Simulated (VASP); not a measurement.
**H4CO3: single point with PBEsol**

H4CO3:

```xyz
40
Lattice="8.4554 0.0000 0.0000 0.0000 8.4554 0.0000 0.0000 0.0000 8.4554" Properties=species:S:1:pos:R:3 pbc="T T T"
O     0.0187    6.3259    1.3570
O     1.1504    5.1629   -0.1596
O     8.3323    7.8875    3.9652
O     6.9300    6.2952    4.7891
O     1.3389    0.8026    7.6348
O    -0.0037    2.3817    8.4853
O     1.9440    1.2796    4.5245
O     3.8353    0.5277    5.4379
O     5.3494    5.2873    7.9650
O     6.7771    7.0748    7.9727
O     6.6414    4.0772    1.3526
O     4.8656    4.8558    3.4911
O     2.4635    3.1649    6.7808
O     2.1062    4.9203    3.6222
O     8.2612    3.5304    4.6706
C     0.9570    5.3737    0.9930
C     7.3664    7.4292    4.7544
C     0.2395    1.2522    8.0921
C     2.8871    0.4241    4.7184
C     5.7889    6.4321    7.5802
H    -0.5740    6.6496    0.6438
H     1.4760    4.9197    1.8677
H     8.7188    7.1262    3.4359
H     6.9959    8.3051    5.3269
H     2.0224    1.6482    7.4406
H    -0.5513    0.4970    8.2040
H     2.0982    2.0824    5.0820
H     2.5954   -0.5497    4.2457
H     5.8564    4.7720    8.7336
H     5.0479    6.9192    6.8779
H     7.3560    4.7303    1.5302
H     7.1731    3.3576    0.8230
H     5.3189    5.5291    3.9678
H     5.4399    4.5671    2.7482
H     3.4284    3.3020    6.8005
H     1.9666    3.9238    7.3139
H     3.0820    4.8341    3.7951
H     1.6225    4.3059    4.2741
H     7.7496    4.3987    4.5025
H     7.8504    2.9258    4.0158
```

The cell was built by a generator and needn't be a form met in nature.

```json
{"Program": "VASP 6.6.1", "Task": "single point", "Functional": "PBEsol", "Potentials or basis": "VASP PAW PBE potentials, release 64 (O, C, H)", "Cutoff": "520 eV", "k mesh": "1 × 1 × 1", "Occupations": "fermi-dirac, width 0.05 eV", "Spin": "no spin polarisation", "Dipole correction": "no", "Further INCAR settings": "LREAL = Auto; ALGO = Fast; EDIFF = 1e-06; NBANDS = 91"}
```

```
Pressure               : 0.2 GPa
Largest force          : 3.554 eV/Å
Band gap on the k mesh : 4.60 eV, direct
```

Forces in eV/Å, atoms in the order of the input:
```
O    1.297 -1.310  2.295
O    0.801 -0.951 -2.797
O    0.305 -0.982 -0.232
O   -0.080 -0.670  0.054
O    3.108  1.155 -1.278
O   -0.062  1.724  0.319
O   -1.238  1.683 -0.481
O    2.096  0.536  1.258
O   -0.301 -1.243  0.411
O   -0.083 -0.562  0.101
O    0.770 -0.968 -0.908
O   -1.194 -1.391 -0.919
O   -1.030  0.437  0.729
O   -0.435 -0.758  1.237
O   -0.949  1.282 -0.628
C   -0.973  1.640  1.335
C    0.221  1.262 -0.367
C   -2.007 -0.399  1.151
C   -0.973 -2.547 -0.487
C   -0.616  1.759 -0.344
H   -0.653  0.280 -1.585
H   -0.095  0.124  0.249
H   -0.282  0.362  0.007
H   -0.299 -0.305  0.294
H   -1.372 -1.063  0.229
H   -0.050 -0.552 -0.299
H    0.004  0.376  0.236
H    0.307  0.150 -0.301
H    0.288  0.400 -0.225
H    0.602 -0.259  0.088
H   -0.087  0.370  0.229
H   -0.511  0.320  0.564
H    1.206  1.320  0.979
H   -0.068 -0.066  0.124
H   -0.030  0.294  0.160
H    0.987 -1.156 -0.650
H   -0.068 -0.017 -0.314
H    0.438  0.835 -0.985
H    0.767 -1.110  0.547
H    0.253  0.000  0.203
```

Stress tensor (GPa, compression positive):
```
 0.29  0.50  0.76
 0.50 -0.63  0.26
 0.76  0.26  0.80
```

Levels at points of the mesh, in eV from the valence-band top:
```tsv
k point	band 61	band 62	band 63	band 64	band 65	band 66	band 67	band 68	band 69	band 70
(0.00, 0.00, 0.00)	-0.63	-0.54	-0.14	-0.07	0.00	4.60	4.68	4.99	5.15	5.35
```

Wall time 58 s on 1 thread of Intel(R) Xeon(R) Platinum 8488C (Sapphire Rapids), on a shared host, peak memory 0.56 GiB.

Caveat: the standard files for N, O and F lose accuracy on very short bonds; the PAW data sets were made with another functional, which shifts forces and pressure a little. PBEsol gaps usually lie below the measured ones, often by a third to a half.
